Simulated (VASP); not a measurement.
Calculation: optB86b-vdW, VASP's PBE PAW potentials (set 64) (plane waves; VASP).

The input files of a VASP run:

**KPOINTS**
```
k-points along high-symmetry lines
15
Line-mode
Reciprocal
  0.000000   0.000000   0.000000 ! GAMMA
  0.500000   0.000000   0.500000 ! X

  0.500000   0.000000   0.500000 ! X
  0.625000   0.250000   0.625000 ! U

  0.375000   0.375000   0.750000 ! K
  0.000000   0.000000   0.000000 ! GAMMA

  0.000000   0.000000   0.000000 ! GAMMA
  0.500000   0.500000   0.500000 ! L

  0.500000   0.500000   0.500000 ! L
  0.500000   0.250000   0.750000 ! W

  0.500000   0.250000   0.750000 ! W
  0.500000   0.000000   0.500000 ! X
```

### INCAR
```
AGGAC = 0.0
ALGO = Normal
EDIFF = 1E-7
ENCUT = 520
GGA = MK
ICHARG = 11
ISMEAR = 0
LASPH = .TRUE.
LCHARG = .FALSE.
LMAXMIX = 4
LORBIT = 11
LREAL = .FALSE.
LUSE_VDW = .TRUE.
LWAVE = .FALSE.
NELM = 100
PARAM1 = 0.1234
PARAM2 = 1.0
PREC = Accurate
SIGMA = 0.05
SYSTEM = PbTe
```

POSCAR:
```
PbTe
1
    0.0000000000     3.2516622871     3.2516622871
    3.2516622871     0.0000000000     3.2516622871
    3.2516622871     3.2516622871     0.0000000000
Te Pb
1 1
Direct
  0.5000000000   0.5000000000   0.5000000000
  0.0000000000   0.0000000000   0.0000000000
```

POTCAR, in this order: Te Pb_d (PBE.64 set). Program: vasp_std. Read from the step before: CHGCAR.

The resulting files:

File OUTCAR:
```
 ion  position               nearest neighbor table
   1  0.500  0.500  0.500-   2 3.25   2 3.25   2 3.25   2 3.25   2 3.25   2 3.25
   2  0.000  0.000  0.000-   1 3.25   1 3.25   1 3.25   1 3.25   1 3.25   1 3.25
  LATTYP: Found a face centered cubic cell.
 ALAT       =     6.5033245742
 Subroutine PRICEL returns:
 Original cell was already a primitive cell.
 Subroutine GETGRP returns: Found 48 space group operations
The static configuration has the point symmetry O_h .
The dynamic configuration has the point symmetry O_h .
 Subroutine INISYM returns: Found 48 space group operations
   k-points           NKPTS =     90   k-points in BZ     NKDIM =     90   number of bands    NBANDS=     14
   number of dos      NEDOS =    301   number of ions     NIONS =      2
   total plane-waves  NPLWV =  46656
   dimension x,y,z NGX =    36 NGY =   36 NGZ =   36
   dimension x,y,z NGXF=    72 NGYF=   72 NGZF=   72
   ions per type =               1   1
   PREC   = accura    normal or accurate (medium, high low for compatibility)
   ISTART =      0    job   : 0-new  1-cont  2-samecut
   ICHARG =     11    charge: 1-file 2-atom 10-const
   ISPIN  =      1    spin polarized calculation?
   LNONCOLLINEAR =      F non collinear calculations
   LSORBIT =      F    spin-orbit coupling
   INIWAV =      1    electr: 0-lowe 1-rand  2-diag
   ENCUT  =  520.0 eV  38.22 Ry    6.18 a.u.   8.55  8.55  8.55*2*pi/ulx,y,z
...
```

### OSZICAR
```
       N       E                     dE             d eps       ncg     rms          rms(c)
DAV:   1     0.157933927907E+03    0.15793E+03   -0.92898E+03  2520   0.137E+03
DAV:   2     0.867614738115E+01   -0.14926E+03   -0.14630E+03  2610   0.334E+02
DAV:   3    -0.264298142194E+01   -0.11319E+02   -0.11006E+02  3372   0.982E+01
DAV:   4    -0.294804760359E+01   -0.30507E+00   -0.30492E+00  3038   0.193E+01
DAV:   5    -0.295806178353E+01   -0.10014E-01   -0.10014E-01  3522   0.315E+00
DAV:   6    -0.295853889969E+01   -0.47712E-03   -0.47712E-03  3402   0.578E-01
DAV:   7    -0.295854219546E+01   -0.32958E-05   -0.32958E-05  3624   0.515E-02
DAV:   8    -0.295854226211E+01   -0.66643E-07   -0.66660E-07  2962   0.723E-03
   1 F= -.29585423E+01 E0= -.29585423E+01  d E =-.102928E-17
```

**OUTCAR**
```
 val. band max:        5.2669704260   @ k =   0.5000   0.5000   0.5000

 cond. band min:       6.0399426803   @ k =   0.5000   0.5000   0.5000



 k-point     1 :       0.0000    0.0000    0.0000
  band No.  band energies     occupation
      1     -11.3741      2.00000
      2     -11.3741      2.00000
      3     -11.3652      2.00000
      4     -11.3652      2.00000
      5     -11.3652      2.00000
      6      -6.5910      2.00000
      7      -0.4298      2.00000
      8       4.0169      2.00000
      9       4.0169      2.00000
     10       4.0169      2.00000
     11       9.2865      0.00000
     12       9.2865      0.00000
     13       9.2865      0.00000
     14      11.1594      0.00000

 k-point     2 :       0.0357    0.0000    0.0357
  band No.  band energies     occupation
      1     -11.3745      2.00000
      2     -11.3739      2.00000
      3     -11.3653      2.00000
      4     -11.3649      2.00000
      5     -11.3649      2.00000
      6      -6.5768      2.00000
      7      -0.4764      2.00000
      8       3.9944      2.00000
      9       3.9944      2.00000
     10       4.0963      2.00000
     11       9.0478      0.00000
     12       9.2856      0.00000
     13       9.2856      0.00000
     14      11.0530      0.00000

 k-point     3 :       0.0714    0.0000    0.0714
  band No.  band energies     occupation
      1     -11.3759      2.00000
      2     -11.3736      2.00000
      3     -11.3656      2.00000
      4     -11.3641      2.00000
      5     -11.3641      2.00000
      6      -6.5340      2.00000
      7      -0.6048      2.00000
      8       3.9291      2.00000
      9       3.9291      2.00000
     10       4.3168      2.00000
     11       8.4828      0.00000
     12       9.2895      0.00000
     13       9.2895      0.00000
     14      10.8063      0.00000

 k-point     4 :       0.1071    0.0000    0.1071
  band No.  band energies     occupation
      1     -11.3783      2.00000
...
```

The density is held fixed in this step, so its total energy and stress have no physical meaning. Unless said otherwise, spin-orbit coupling is left out, though it shifts the bands of the heavy elements here.

The compound is PbTe in the rock salt structure. It was relaxed first.
